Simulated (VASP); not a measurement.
Consider the following.

```
Fe
1.0
   -1.43500     1.43500     1.43500
    1.43500    -1.43500     1.43500
    1.43500     1.43500    -1.43500
Fe
1
Direct
  0.00000   0.00000   0.00000
```
Starting moments (μB, in the order of the record's atoms Fe): 2.5.

The numbers are results of TPSS meta-GGA, VASP's PBE PAW potentials (set 64) (plane waves; VASP 6.6.1), not measurements. Run with 520 eV cut-off, 16×16×16 Γ-centred mesh, first-order Methfessel-Paxton smearing of 0.10 eV, potentials Fe.

Energy and stress use the plane-wave basis of the starting cell.

### Question
The ions, cell shape and volume are relaxed. What does this cell relax into?

### Answer

```
Fe
1.0
   -1.40087     1.40087     1.40087
    1.40087    -1.40087     1.40087
    1.40087     1.40087    -1.40087
Fe
1
Cartesian
  0.00000   2.80174   0.00000
```
Space group Im-3m (229), at a tolerance of 0.03 Å. The cell ends with 2.14 μB, on the sites 2.12 μB.

### Question
How do energy and volume change from the first to the last step?

### Answer
The energy (σ→0) changes by -31.6 meV/atom and the volume by -7.0 %, in 4 ionic steps.

The compound is Fe in the bcc structure. This run relaxes it. Symmetry was kept, so distortions that lower it aren't found.
